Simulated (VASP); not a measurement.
# Ga15CoN16 (a cell with a defect) in VASP: single point with PBEsol+U

Aim: the single point of Ga15CoN16 (a cell with a defect) with PBEsol+U.

All numbers are computed with VASP 6.6.1; they aren't measurements. Logs are shortened: lines on timing, memory, paths and dates and some standing lists are left out, and cuts for length are marked.

### Step 1. The crystal as given

The cell holds a defect, 32 atoms: a = 6.380 Å, b = 6.380 Å, c = 10.378 Å, α = 90.00°, β = 90.00°, γ = 120.00°.

### Step 2. Single point, PBEsol+U

The input, INCAR:

```
SYSTEM = Ga15CoN16
PREC     = Accurate       ! precision mode
ENCUT    = 450            ! plane-wave cutoff, eV
EDIFF    = 1E-5           ! SCF threshold, eV
ISMEAR   = 0              ! smearing method
SIGMA    = 0.03           ! smearing width, eV
LREAL    = Auto         
LASPH    = .TRUE.         ! aspherical terms in the spheres
NELM     = 120            ! most SCF steps
ALGO     = Normal         ! electronic algorithm
ISIF     = 2              ! what is computed and relaxed
LWAVE    = .FALSE.        ! write WAVECAR
LCHARG   = .FALSE.        ! write CHGCAR
LMAXMIX  = 4              ! l up to which the mixer works
LDAU     = .TRUE.         ! DFT+U
LDAUTYPE = 2            
LDAUL    = 2 -1 -1        ! shell
LDAUU    = 4 0 0          ! U, eV
LDAUJ    = 0 0 0        
LDAUPRINT= 1            
GGA      = PS             ! functional
LORBIT   = 11             ! projections on sites
KPAR     = 4
```

The input, KPOINTS:

```
regular mesh
0
G
  3 3 2
  0 0 0
```

The input, POSCAR:

```
Ga15CoN16
1.0
    6.3800000000      0.0000000000      0.0000000000
   -3.1900000000      5.5252420762      0.0000000000
    0.0000000000      0.0000000000     10.3780000000
Co Ga N
1 15 16
Direct
    0.3333333333      0.1666666667      0.0000000000
    0.3333333333      0.1666666667      0.5000000000
    0.3333333333      0.6666666667      0.0000000000
    0.3333333333      0.6666666667      0.5000000000
    0.8333333333      0.1666666667      0.0000000000
    0.8333333333      0.1666666667      0.5000000000
    0.8333333333      0.6666666667      0.0000000000
    0.8333333333      0.6666666667      0.5000000000
    0.1666666667      0.3333333333      0.2500000000
    0.1666666667      0.3333333333      0.7500000000
    0.1666666667      0.8333333333      0.2500000000
    0.1666666667      0.8333333333      0.7500000000
    0.6666666667      0.3333333333      0.2500000000
    0.6666666667      0.3333333333      0.7500000000
    0.6666666667      0.8333333333      0.2500000000
    0.6666666667      0.8333333333      0.7500000000
    0.3333333333      0.1666666667      0.1875000000
    0.3333333333      0.1666666667      0.6875000000
    0.3333333333      0.6666666667      0.1875000000
    0.3333333333      0.6666666667      0.6875000000
    0.8333333333      0.1666666667      0.1875000000
    0.8333333333      0.1666666667      0.6875000000
    0.8333333333      0.6666666667      0.1875000000
    0.8333333333      0.6666666667      0.6875000000
    0.1666666667      0.3333333333      0.4375000000
    0.1666666667      0.3333333333      0.9375000000
    0.1666666667      0.8333333333      0.4375000000
    0.1666666667      0.8333333333      0.9375000000
    0.6666666667      0.3333333333      0.4375000000
    0.6666666667      0.3333333333      0.9375000000
    0.6666666667      0.8333333333      0.4375000000
    0.6666666667      0.8333333333      0.9375000000
```

Potentials or basis: VASP PAW PBE potentials, release 64 (Co, Ga_d, N).

Command:

```bash
$ cat potpaw_PBE.64/Co/POTCAR potpaw_PBE.64/Ga_d/POTCAR potpaw_PBE.64/N/POTCAR > POTCAR
$ mpirun -np 4 vasp_std > vasp.out
```

OUTCAR:

```text
SYSTEM = Ga15CoN16
   PREC = Accurate
   ENCUT = 450
   EDIFF = 1E-5
   ISMEAR = 0
   LREAL = Auto
   LASPH = .TRUE.
   NELM = 120
   ISIF = 2
   GGA = PS
   LORBIT = 11

 ion  position               nearest neighbor table
   1  0.333  0.167  0.000-  17 1.95  26 1.95  30 1.95  28 1.95
   2  0.333  0.167  0.500-  18 1.95  25 1.95  29 1.95  27 1.95
   3  0.333  0.667  0.000-  19 1.95  28 1.95  32 1.95  26 1.95
   4  0.333  0.667  0.500-  20 1.95  27 1.95  31 1.95  25 1.95
   5  0.833  0.167  0.000-  21 1.95  30 1.95  26 1.95  32 1.95
   6  0.833  0.167  0.500-  22 1.95  29 1.95  25 1.95  31 1.95
[... 24 lines left out ...]
  31  0.667  0.833  0.438-  15 1.95   8 1.95   4 1.95   6 1.95
  32  0.667  0.833  0.938-  16 1.95   7 1.95   3 1.95   5 1.95

  LATTYP: Found a hexagonal cell.
 ALAT       =     6.3800000000
 C/A-ratio  =     1.6266457680

  Lattice vectors:

 A1 = (   6.3800000000,   0.0000000000,   0.0000000000)
 A2 = (  -3.1900000000,   5.5252420762,   0.0000000000)
 A3 = (   0.0000000000,   0.0000000000,  10.3780000000)

Analysis of symmetry for initial positions (statically):
=====================================================================
 Subroutine PRICEL returns:
 Original cell was already a primitive cell.

 Routine SETGRP: Setting up the symmetry group for a
 hexagonal supercell.

 Subroutine GETGRP returns: Found  6 space group operations
 (whereof  2 operations were pure point group operations)
 out of a pool of 24 trial point group operations.

The static configuration has the point symmetry C_1h.
 The point group associated with its full space group is C_3v.

Analysis of symmetry for dynamics (positions and initial velocities):
=====================================================================
 Subroutine PRICEL returns:
 Original cell was already a primitive cell.

 Routine SETGRP: Setting up the symmetry group for a
 hexagonal supercell.

 Subroutine GETGRP returns: Found  6 space group operations
 (whereof  2 operations were pure point group operations)
 out of a pool of 24 trial point group operations.

The dynamic configuration has the point symmetry C_1h.
 The point group associated with its full space group is C_3v.

 Subroutine INISYM returns: Found  6 space group operations
 (whereof  2 operations are pure point group operations),
 and found     1 'primitive' translations

----------------------------------------------------------------------------------------

                                     Primitive cell

  volume of cell :     365.8353

  direct lattice vectors                    reciprocal lattice vectors
     6.380000000  0.000000000  0.000000000     0.156739812  0.090493773  0.000000000
    -3.190000000  5.525242076  0.000000000     0.000000000  0.180987545  0.000000000
     0.000000000  0.000000000 10.378000000     0.000000000  0.000000000  0.096357680

  length of vectors
     6.380000000  6.380000000 10.378000000     0.180987545  0.180987545  0.096357680

  position of ions in fractional coordinates (direct lattice)
     0.333333333  0.166666667  0.000000000
     0.333333333  0.166666667  0.500000000
     0.333333333  0.666666667  0.000000000
     0.333333333  0.666666667  0.500000000
     0.833333333  0.166666667  0.000000000
     0.833333333  0.166666667  0.500000000
[... 24 lines left out ...]
     0.666666667  0.833333333  0.437500000
     0.666666667  0.833333333  0.937500000

  ion indices of the primitive-cell ions
   primitive index   ion index
                 1           1
                 2           2
                 3           3
                 4           4
                 5           5
                 6           6
[... 24 lines left out ...]
                31          31
[... 60 lines left out ...]
   ISIF   =      2    stress and relaxation
   ISYM   =      2    0-nonsym 1-usesym 2-fastsym
   POTIM  = 0.5000    time-step for ionic-motion
   TEBEG  =    0.0;   TEEND  =   0.0 temperature during run
   PSTRESS=    0.0 pullay stress
   NELECT =     284.0000    total number of electrons
   NUPDOWN=      -1.0000    fix difference up-down
   EMIN   =  10.00;   EMAX   =-10.00  energy-range for DOS
   EFERMI =   0.00;   METHOD = LEGACY
   ISMEAR =     0;   SIGMA  =   0.03  broadening in eV -4-tet -1-fermi 0-gaus
   EFERMI_NEDOS =   21; number of points for ismear=-14 and -15
   IALGO  =     38    algorithm
   IMIX   =      4    mixing-type and parameters
     AMIX     =   0.40;   BMIX     =  1.00
     AMIX_MAG =   1.60;   BMIX_MAG =  1.00
  volume/ion in A,a.u.               =      11.43        77.15
  Fermi-wavevector in a.u.,A,eV,Ry     =   1.504593  2.843269 30.800873  2.263800
  Thomas-Fermi vector in A             =   2.615552
   LORBIT       =     11    0 simple, 1 ext, 2 COOP (PROOUT), +10 PAW based schemes
 LDA+U is selected, type is set to LDAUTYPE =  2
   angular momentum for each species LDAUL =     2   -1   -1
   U (eV)           for each species LDAUU =   4.0  0.0  0.0
   J (eV)           for each species LDAUJ =   0.0  0.0  0.0
   GGA     = PS    functional components
   LHFCALC =     F    Hartree Fock is set to
   AEXX    =    0.0000 exact exchange contribution
   IVDW    =     0    specifies the selected vdW correction
   LEPSILON=     F    determine dielectric tensor
   LRPA    =     F    only Hartree local field effects (RPA)
 non-spin polarized calculation
 Gauss-broadening in eV      SIGMA  =   0.03
  energy-cutoff  :      450.00
  volume of cell :      365.84
 maximum number of plane-waves:      7950
 NGX is ok and might be reduce to    48
   NGX = 23   NGY = 23   NGZ = 35

atom =   1  type =  1  l = 2

 onsite density matrix

spin component  1

  0.7685  0.0000 -0.0000  0.1021  0.0000
  0.0000  0.9060  0.0000  0.0000  0.1021
 -0.0000  0.0000  0.3459 -0.0000  0.0000
  0.1021  0.0000 -0.0000  0.9060 -0.0000
  0.0000  0.1021  0.0000 -0.0000  0.7685

spin component  2

  0.7685  0.0000 -0.0000  0.1021  0.0000
  0.0000  0.9060  0.0000  0.0000  0.1021
 -0.0000  0.0000  0.3459 -0.0000  0.0000
  0.1021  0.0000 -0.0000  0.9060 -0.0000
  0.0000  0.1021  0.0000 -0.0000  0.7685

 occupancies and eigenvectors

  o =  0.3459  v =  0.0000  0.0000  1.0000  0.0000 -0.0000  0.0000  0.0000  0.0000  0.0000  0.0000      0.0000  0.0000  0.0000  0.0000  0.0000  0.0000  0.0000  0.0000  0.0000  0.0000
  o =  0.3459  v =  0.0000  0.0000  0.0000  0.0000  0.0000  0.0000  0.0000  1.0000  0.0000 -0.0000      0.0000  0.0000  0.0000  0.0000  0.0000  0.0000  0.0000  0.0000  0.0000  0.0000
  o =  0.7142  v =  0.0000  0.0000  0.0000  0.0000  0.0000 -0.8828 -0.0000  0.0000  0.4697  0.0000      0.0000  0.0000  0.0000  0.0000  0.0000  0.0000  0.0000  0.0000  0.0000  0.0000
  o =  0.7142  v = -0.8828 -0.0000  0.0000  0.4697  0.0000  0.0000  0.0000  0.0000  0.0000  0.0000      0.0000  0.0000  0.0000  0.0000  0.0000  0.0000  0.0000  0.0000  0.0000  0.0000
  o =  0.7142  v =  0.0000  0.0000  0.0000  0.0000  0.0000  0.0000 -0.4697  0.0000 -0.0000  0.8828      0.0000  0.0000  0.0000  0.0000  0.0000  0.0000  0.0000  0.0000  0.0000  0.0000
  o =  0.7142  v =  0.0000 -0.4697  0.0000 -0.0000  0.8828  0.0000  0.0000  0.0000  0.0000  0.0000      0.0000  0.0000  0.0000  0.0000  0.0000  0.0000  0.0000  0.0000  0.0000  0.0000
  o =  0.9604  v = -0.4697  0.0000  0.0000 -0.8828  0.0000  0.0000  0.0000  0.0000  0.0000  0.0000      0.0000  0.0000  0.0000  0.0000  0.0000  0.0000  0.0000  0.0000  0.0000  0.0000
  o =  0.9604  v =  0.0000  0.0000  0.0000  0.0000  0.0000 -0.4697  0.0000  0.0000 -0.8828  0.0000      0.0000  0.0000  0.0000  0.0000  0.0000  0.0000  0.0000  0.0000  0.0000  0.0000
  o =  0.9604  v = -0.0000 -0.8828 -0.0000 -0.0000 -0.4697  0.0000  0.0000  0.0000  0.0000  0.0000      0.0000  0.0000  0.0000  0.0000  0.0000  0.0000  0.0000  0.0000  0.0000  0.0000
  o =  0.9604  v =  0.0000  0.0000  0.0000  0.0000  0.0000 -0.0000 -0.8828 -0.0000 -0.0000 -0.4697      0.0000  0.0000  0.0000  0.0000  0.0000  0.0000  0.0000  0.0000  0.0000  0.0000

 number of electron     284.0000033 magnetization

 Free energy of the ion-electron system (eV)
  ---------------------------------------------------
  ext. energy  EPLUGINS =         0.00000000
  ---------------------------------------------------
  free energy    TOTEN  =      -207.66303217 eV

  energy without entropy =     -207.65895971  energy(sigma->0) =     -207.66099594

 E-fermi :   6.1852     XC(G=0): -11.8812

 val. band max:        6.1799710756   @ k =   0.3333   0.3333   0.0000
 cond. band min:       6.1885072317   @ k =   0.3333   0.3333   0.5000
 fundamental gap:      0.0085361561
 Fermi energy:         6.1852065168

 k-point     1 :       0.0000    0.0000    0.0000
  band No.  band energies     occupation
      1     -10.7863      2.00000
      2     -10.2309      2.00000
      3     -10.1572      2.00000
      4      -9.8948      2.00000
      5      -9.8948      2.00000
      6      -9.8833      2.00000
[... 931 lines left out ...]
    153      11.6830      0.00000
    154      11.6830      0.00000
 [bands above 154 left out]

------------------------ aborting loop because EDIFF is reached ----------------------------------------

  FORCE on cell =-STRESS in cart. coord.  units (eV):
  Direction    XX          YY          ZZ          XY          YZ          ZX
  --------------------------------------------------------------------------------------
  -------------------------------------------------------------------------------------
  Total       -7.6656455     -7.6656455     -6.4675849      0.0000000      0.0000000     -0.0000000
  in kB      -33.5717250    -33.5717250    -28.3248137      0.0000000      0.0000000     -0.0000000
  external PRESSURE =     -31.8227546 kB  Pullay stress =       0.0000000 kB

 VOLUME and BASIS-vectors are now :
 -----------------------------------------------------------------------------
  energy-cutoff  :      450.00
  volume of cell :      365.84
      direct lattice vectors                 reciprocal lattice vectors
     6.380000000  0.000000000  0.000000000     0.156739812  0.090493773  0.000000000
    -3.190000000  5.525242076  0.000000000     0.000000000  0.180987545  0.000000000
     0.000000000  0.000000000 10.378000000     0.000000000  0.000000000  0.096357680

 POSITION                                       TOTAL-FORCE (eV/Angst)
 -----------------------------------------------------------------------------------
      1.59500      0.92087      0.00000        -0.000000     -0.000000     -0.378471
      1.59500      0.92087      5.18900        -0.000000     -0.000000     -0.091341
     -0.00000      3.68349      0.00000         0.107411      0.062014      0.003052
     -0.00000      3.68349      5.18900         0.027183      0.015694     -0.152515
      4.78500      0.92087      0.00000        -0.000000     -0.124028      0.003052
      4.78500      0.92087      5.18900        -0.000000     -0.031389     -0.152515
[... 24 lines left out ...]
      1.59500      4.60437      4.54038        -0.000000     -0.000000      0.166249
      1.59500      4.60437      9.72938        -0.000000     -0.000000      0.030764
 -----------------------------------------------------------------------------------
    total drift:                               -0.000011     -0.000008      0.006381

  FREE ENERGIE OF THE ION-ELECTRON SYSTEM (eV)
  ---------------------------------------------------
  free  energy   TOTEN  =      -207.6630321733 eV

  energy  without entropy=     -207.6589597124  energy(sigma->0) =     -207.66099594

 total charge

# of ion       s       p       d       tot
------------------------------------------
    1        0.438   0.501   7.358   8.297
    2        0.789   0.903  10.181  11.873
    3        0.792   0.898  10.177  11.866
    4        0.789   0.902  10.180  11.871
    5        0.792   0.898  10.177  11.866
    6        0.789   0.902  10.180  11.871
[... 24 lines left out ...]
   31        1.223   2.493   0.000   3.716
   32        1.223   2.491   0.000   3.714
--------------------------------------------------
tot         31.917  53.658 160.040 245.615
```

Run time: 3.5 min. Hardware: 4 MPI ranks of AMD EPYC 9R45 (Zen 5), shared host; peak memory 0.5 GiB.

What came out:

```yaml
Free_energy: -207.6630 eV
Largest_force: 0.882 eV/Å
Band_gap_on_the_k_mesh: none (metal or under the smearing width)
Valence_electrons_inside_the_program's_atomic_spheres: Co 8.30; Ga 11.87; N 3.68, 3.71, 3.67, 3.72
```

Forces on the atoms (eV/Å):
```
Co   0.000  0.000 -0.378
Ga   0.000  0.000 -0.091
Ga   0.107  0.062  0.003
Ga   0.027  0.016 -0.153
Ga   0.000 -0.124  0.003
Ga   0.000 -0.031 -0.153
Ga  -0.107  0.062  0.003
Ga  -0.027  0.016 -0.153
Ga  -0.064  0.037 -0.341
Ga   0.042 -0.024 -0.108
Ga   0.000 -0.074 -0.341
Ga   0.000  0.048 -0.108
Ga   0.064  0.037 -0.341
Ga  -0.042 -0.024 -0.108
Ga   0.000  0.000 -0.219
Ga   0.000  0.000  0.000
N    0.000  0.000 -0.882
N    0.000  0.000  0.052
N   -0.024 -0.014  0.153
N    0.002  0.001  0.100
N    0.000  0.028  0.153
N    0.000 -0.002  0.100
N    0.024 -0.014  0.153
N   -0.002  0.001  0.100
N    0.021 -0.012  0.147
N    0.373 -0.216  0.638
N    0.000  0.024  0.147
N    0.000  0.431  0.638
N   -0.021 -0.012  0.147
N   -0.373 -0.216  0.638
N    0.000  0.000  0.166
N    0.000  0.000  0.031
```

Eigenvalues of the final occupation matrices:
| site | spin | trace | eigenvalues |
| --- | --- | --- | --- |
| site 1 d | 1 | 3.69 | 0.35 0.71 0.71 0.96 0.96 |
| site 1 d | 2 | 3.69 | 0.35 0.71 0.71 0.96 0.96 |

Caveat: the k mesh is coarse (spacing up to 0.38 Å⁻¹), so the values aren't converged; the cutoff is under 1.25 times the usual one of these potentials, so pressure, stress and relaxed cells hold a basis-set (Pulay) error; the PAW data sets were made with another functional, which shifts forces and pressure a little; the cell's inner coordinates are idealised or old, which leaves forces on the atoms; the run has no spin polarisation, though such a crystal can be magnetic; U without spin polarisation on a metal has little footing.
